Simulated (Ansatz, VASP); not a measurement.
# Cr (Chromium) in two plane-wave programs

Aim: how closely do two programs agree when they are given the same cell, functional and k mesh? The cell is taken from a series of runs on this material, whose earlier steps may have relaxed, scaled, displaced or heated it; both programs get it as it stands.

Main program and level: Ansatz 0.2.0; plane waves, with VASP 6.6.1 beside it; elastic constants at LDA.

**1. The structure**

Symmetry: Im-3m, No. 229, cubic system. Conventional cell: a = 2.781 Å, b = 2.781 Å, c = 2.781 Å, α = 90.00°, β = 90.00°, γ = 90.00°. Nearest to Cr lie 8 Cr at 2.41 Å.

**2. VASP: elastic constants, LDA, pair 1**

Elastic constants are differences of stresses under small strains, so they test the stress and the mesh.

Lines of VASP's logs that name or quote its potential files are left out, and so is its time.

INCAR

```
SYSTEM = Cr
PREC = Accurate
ENCUT = 500
EDIFF = 1E-08
NELM = 120
ISMEAR = 1
SIGMA = 0.25
LREAL = .FALSE.
ALGO = Normal
GGA = CA
NBANDS = 18
LASPH = .TRUE.
LORBIT = 11
LWAVE = .FALSE.
LCHARG = .FALSE.
ISIF = 3
IBRION = 6
NFREE = 2
POTIM = 0.015
NSW = 1
GGA_COMPAT = .FALSE.
KPAR = 2
```

POSCAR

```
Cr
1.0
    0.0000000000      2.7813288428      0.0000000000
    2.7813288428      0.0000000000      0.0000000000
    2.7813288428      2.7813288428     -2.7813288428
Cr
2
Direct
    0.0000000000      0.0000000000      0.0000000000
    0.0000000000      0.0000000000      0.5000000000
```

KPOINTS

```
Automatic mesh
0
Gamma
4 4 4
0 0 0
```

The projector-augmented-wave data sets are Cr_pv (LDA family, release 64).

Command:

```
mpirun -np 2 vasp_std
```

Numbers of over 12 decimals in the logs are rounded to 6 here.

The program printed:

```text
[banner, memory and clock lines left out]
running    2 mpi-ranks, on    1 nodes
 distrk:  each k-point on    1 cores,    2 groups
 distr:  one band on    1 cores,    1 groups

 POSCAR found type information on POSCAR Cr
 POSCAR found :  1 types and       2 ions
 LDA part: xc-table for (Slater(with rela. corr.)+CA(PZ))
 , standard interpolation
 POSCAR, INCAR and KPOINTS ok, starting setup
 FFT: planning ... GRIDC
 FFT: planning ... GRID_SOFT
 FFT: planning ... GRID
 WAVECAR not read
 entering main loop
       N       E                     dE             d eps       ncg     rms          rms(c)
DAV:   1     0.229681740798E+03    0.22968E+03   -0.13805E+04   360   0.164E+03
DAV:   2    -0.157301320059E+02   -0.24541E+03   -0.24090E+03   372   0.446E+02
DAV:   3    -0.242619191421E+02   -0.85318E+01   -0.83909E+01   376   0.976E+01
DAV:   4    -0.244698221571E+02   -0.20790E+00   -0.20507E+00   486   0.127E+01
DAV:   5    -0.244727141903E+02   -0.28920E-02   -0.28897E-02   412   0.125E+00    0.169E+01
DAV:   6    -0.214640584020E+02    0.30087E+01   -0.14099E+01   360   0.457E+01    0.208E+00
DAV:   7    -0.214168443263E+02    0.47214E-01   -0.13220E-01   396   0.451E+00    0.119E+00
DAV:   8    -0.213894233367E+02    0.27421E-01   -0.14536E-02   436   0.160E+00    0.861E-02
DAV:   9    -0.213895562749E+02   -0.13294E-03   -0.15792E-03   460   0.297E-01    0.666E-02
DAV:  10    -0.213895643682E+02   -0.80934E-05   -0.28130E-05   420   0.439E-02    0.265E-02
DAV:  11    -0.213895661046E+02   -0.17364E-05   -0.35909E-06   430   0.179E-02    0.251E-03
DAV:  12    -0.213895662142E+02   -0.10957E-06   -0.87645E-08   420   0.296E-03    0.166E-03
DAV:  13    -0.213895662102E+02    0.39522E-08   -0.31396E-09   220   0.465E-04
   1 F= -.21389566E+02 E0= -.21393054E+02  d E =0.104625E-01
[... from here on, the cycles between the ionic steps are left out ...]
   2 F= -.21380128E+02 E0= -.21383912E+02  d E =0.113507E-01
   3 F= -.21379508E+02 E0= -.21383351E+02  d E =0.115294E-01
   7 F= -.21379510E+02 E0= -.21383353E+02  d E =0.115294E-01
   8 F= -.21387362E+02 E0= -.21390854E+02  d E =0.104769E-01
   9 F= -.21387360E+02 E0= -.21390852E+02  d E =0.104769E-01
  10 F= -.21387361E+02 E0= -.21390853E+02  d E =0.104769E-01
  11 F= -.21387361E+02 E0= -.21390853E+02  d E =0.104769E-01
  12 F= -.21387361E+02 E0= -.21390853E+02  d E =0.104769E-01
  13 F= -.21387361E+02 E0= -.21390853E+02  d E =0.104769E-01
  14 F= -.21388300E+02 E0= -.21391819E+02  d E =0.105556E-01
 Finite differences progress:
  Degree of freedom:   7/  7
  Displacement:        1/  2
  Total:              13/ 14
 bond charge predicted
       N       E                     dE             d eps       ncg     rms          rms(c)
DAV:   1    -0.213492201495E+02    0.39080E-01   -0.36970E+00   864   0.559E+01    0.341E-01
DAV:   2    -0.213882909318E+02   -0.39071E-01   -0.40332E-01   656   0.600E+00    0.202E-01
DAV:   3    -0.213884420045E+02   -0.15107E-03   -0.91257E-03  1020   0.988E-01    0.906E-02
DAV:   4    -0.213883108607E+02    0.13114E-03   -0.48141E-04   886   0.333E-01    0.257E-02
DAV:   5    -0.213883014992E+02    0.93615E-05   -0.53496E-05   704   0.123E-01    0.833E-03
DAV:   6    -0.213883003902E+02    0.11090E-05   -0.55516E-06   918   0.333E-02    0.251E-03
DAV:   7    -0.213883003423E+02    0.47877E-07   -0.55748E-07   718   0.783E-03    0.522E-04
DAV:   8    -0.213883003450E+02   -0.26544E-08   -0.34771E-08   658   0.179E-03
  15 F= -.21388300E+02 E0= -.21391819E+02  d E =0.105556E-01
 Finite differences progress:
  Degree of freedom:   7/  7
  Displacement:        2/  2
  Total:              14/ 14
```

OUTCAR, selected parts (step 2):

```text
ion  position               nearest neighbor table
   1  0.000  0.000  0.000-   2 2.41   2 2.41   2 2.41   2 2.41   2 2.41   2 2.41   2 2.41   2 2.41

  LATTYP: Found a simple cubic cell.
 ALAT       =     2.7813288428

 Subroutine GETGRP returns: Found 48 space group operations
 (whereof 48 operations were pure point group operations)

The static configuration has the point symmetry O_h .

 Found     10 irreducible k-points:

   k-points           NKPTS =     10   k-points in BZ     NKDIM =     10   number of bands    NBANDS=     18

   dimension x,y,z NGX =    20 NGY =   20 NGZ =   36
   dimension x,y,z NGXF=    40 NGYF=   40 NGZF=   72

   ENCUT  =  500.0 eV  36.75 Ry    6.06 a.u.   5.07  5.07  8.78*2*pi/ulx,y,z

   NELECT =      24.0000    total number of electrons

 k-points in reciprocal lattice and weights: Automatic mesh
   0.00000000  0.00000000  0.00000000       0.016
   0.25000000  0.00000000  0.00000000       0.188
   0.50000000  0.00000000  0.00000000       0.047
   0.25000000  0.25000000  0.00000000       0.188
   0.00000000  0.00000000  0.25000000       0.094
   0.50000000  0.00000000  0.25000000       0.188
   0.25000000  0.25000000  0.25000000       0.125
   0.50000000  0.25000000  0.25000000       0.094
   0.00000000  0.00000000  0.50000000       0.047
   0.50000000  0.50000000  0.50000000       0.016

 average (electrostatic) potential at core
       1 -65.2658       2 -65.2658

 E-fermi :  11.6203

 k-point     1 :       0.0000    0.0000    0.0000
  band No.  band energies     occupation
    ...
      8       7.0493      2.00000
      9       7.0507      2.00000
     10      10.8728      2.00020
     11      10.8744      2.00020
     12      10.8744      2.00020
     13      13.0652     -0.00000
     14      13.0682     -0.00000
     15      14.6247     -0.00000
     16      14.6247     -0.00000
     17      14.6268     -0.00000
    ...

 k-point     2 :       0.2500    0.0000    0.0000
  band No.  band energies     occupation
    ...
      8       7.9830      2.00000
      9       8.7904      2.00000
     10       9.9588      2.00000
     11      10.5436      2.00000
     12      11.3443      2.06568
     13      12.2929     -0.00095
     14      12.7242     -0.00000
     15      12.7342     -0.00000
     16      13.1925     -0.00000
     17      14.8433     -0.00000
    ...

 k-point     3 :       0.5000    0.0000    0.0000
  band No.  band energies     occupation
    ...
      6     -30.3420      2.00000
      7       7.0608      2.00000
      8       7.0608      2.00000
      9       9.1557      2.00000
     10       9.1557      2.00000
     11      13.1082     -0.00000
     12      13.1082     -0.00000
     13      13.2585     -0.00000
     14      13.2585     -0.00000
     15      13.4570     -0.00000
    ...

  Total        0.0076607      0.0119782      0.0119782      0.0000000     -0.0000000      0.0000000
  in kB        0.5704521      0.8919567      0.8919567      0.0000000     -0.0000000      0.0000000
  external PRESSURE =       0.7847885 kB  Pullay stress =       0.0000000 kB

  energy-cutoff  :      500.00
  volume of cell :       21.52
      direct lattice vectors                 reciprocal lattice vectors
     0.000000000  2.781328843  0.000000000     0.000000000  0.359540370  0.359540370
     2.781328843  0.000000000  0.000000000     0.359540370  0.000000000  0.359540370
     2.781328843  2.781328843 -2.781328843     0.000000000  0.000000000 -0.359540370

 POSITION                                       TOTAL-FORCE (eV/Angst)
 -----------------------------------------------------------------------------------
     -0.01500      0.00000      0.00000         0.168579     -0.000000      0.000000
      1.39066      1.39066     -1.39066        -0.168579      0.000000      0.000000
 -----------------------------------------------------------------------------------
    total drift:                               -0.000544      0.000004     -0.000006

  FREE ENERGIE OF THE ION-ELECTRON SYSTEM (eV)
  ---------------------------------------------------
  free  energy   TOTEN  =       -21.3883003450 eV

  energy  without entropy=      -21.3988559735  energy(sigma->0) =      -21.39181889

  SYMMETRIZED ELASTIC MODULI (kBar)
 Direction    XX          YY          ZZ          XY          YZ          ZX
 --------------------------------------------------------------------------------
 XX        6558.5105   1384.3333   1384.3333      0.0000      0.0000     -0.0000
 YY        1384.3333   6558.5105   1384.3333     -0.0000     -0.0000      0.0000
 ZZ        1384.3333   1384.3333   6558.5105     -0.0000      0.0000     -0.0000
 XY           0.0000     -0.0000     -0.0000   1461.6413      0.0000      0.0000
 YZ           0.0000     -0.0000      0.0000      0.0000   1461.6413      0.0000
 ZX          -0.0000      0.0000     -0.0000      0.0000      0.0000   1461.6413
 --------------------------------------------------------------------------------

 Eigenvectors and eigenvalues of the dynamical matrix
 ----------------------------------------------------

   1 f  =   10.277863 THz    64.577715 2PiTHz  342.832594 cm-1    42.505805 meV
             X         Y         Z           dx          dy          dz
      0.000000  0.000000  0.000000     0.687325    0.166087    0.000000
      1.390664  1.390664 -1.390664    -0.687325   -0.166087    0.000000

   2 f  =   10.277863 THz    64.577715 2PiTHz  342.832594 cm-1    42.505805 meV
             X         Y         Z           dx          dy          dz
      0.000000  0.000000  0.000000    -0.166087    0.687325    0.000000
      1.390664  1.390664 -1.390664     0.166087   -0.687325    0.000000

   3 f  =   10.277863 THz    64.577715 2PiTHz  342.832594 cm-1    42.505805 meV
             X         Y         Z           dx          dy          dz
      0.000000  0.000000  0.000000     0.000000    0.000000    0.707107
      1.390664  1.390664 -1.390664    -0.000000    0.000000   -0.707107

   4 f  =    0.000000 THz     0.000001 2PiTHz    0.000003 cm-1     0.000000 meV
             X         Y         Z           dx          dy          dz
      0.000000  0.000000  0.000000    -0.549304   -0.445270    0.000000
      1.390664  1.390664 -1.390664    -0.549304   -0.445270    0.000000

   5 f  =    0.000000 THz     0.000000 2PiTHz    0.000000 cm-1     0.000000 meV
             X         Y         Z           dx          dy          dz
      0.000000  0.000000  0.000000     0.000000    0.000000    0.707107
      1.390664  1.390664 -1.390664    -0.000000    0.000000    0.707107

   6 f/i=    0.000000 THz     0.000000 2PiTHz    0.000002 cm-1     0.000000 meV
             X         Y         Z           dx          dy          dz
      0.000000  0.000000  0.000000    -0.445270    0.549304    0.000000
      1.390664  1.390664 -1.390664    -0.445270    0.549304    0.000000

 ELASTIC MODULI CONTR FROM IONIC RELAXATION (kBar)
 Direction    XX          YY          ZZ          XY          YZ          ZX
 --------------------------------------------------------------------------------
 XX           0.0000      0.0000      0.0000      0.0000      0.0000      0.0000
 YY           0.0000      0.0000      0.0000      0.0000      0.0000      0.0000
 ZZ           0.0000      0.0000      0.0000      0.0000      0.0000      0.0000
 XY           0.0000      0.0000      0.0000      0.0000      0.0000      0.0000
 YZ           0.0000      0.0000      0.0000      0.0000      0.0000      0.0000
 ZX           0.0000      0.0000      0.0000      0.0000      0.0000      0.0000
 --------------------------------------------------------------------------------

 TOTAL ELASTIC MODULI (kBar)
 Direction    XX          YY          ZZ          XY          YZ          ZX
 --------------------------------------------------------------------------------
 XX        6558.5105   1384.3333   1384.3333      0.0000      0.0000     -0.0000
 YY        1384.3333   6558.5105   1384.3333     -0.0000     -0.0000      0.0000
 ZZ        1384.3333   1384.3333   6558.5105     -0.0000      0.0000     -0.0000
 XY           0.0000     -0.0000     -0.0000   1461.6413      0.0000      0.0000
 YZ           0.0000     -0.0000      0.0000      0.0000   1461.6413      0.0000
 ZX          -0.0000      0.0000     -0.0000      0.0000      0.0000   1461.6413
 --------------------------------------------------------------------------------

 total charge
# of ion       s       p       d       tot
------------------------------------------
    1        0.448   6.434   4.348  11.230
    2        0.448   6.434   4.348  11.230
--------------------------------------------------
tot          0.896  12.868   8.696  22.460

[... 3 further parts left out ...]
```

This run has no spin polarisation, so a moment on Cr, if there is one, isn't seen. The k-mesh is coarse for a metal.

Levels, forces or a CONTCAR printed for this step are those of its last displaced cell, not of the structure at rest.

(Continued in part 2 of 2.)

[Lines on the potential files, build, host, timing and source positions are cut from VASP's logs without a mark.]

[Logs are printed without paths, hosts, clocks, repeated set-up lines and the standing remarks that a program may print on its own settings, such as how far it seeks lower states.]

[Hosts, paths, dates, database ids (printed as entryN), source tags and the programs' standing remarks are cut or masked in the printed files.]
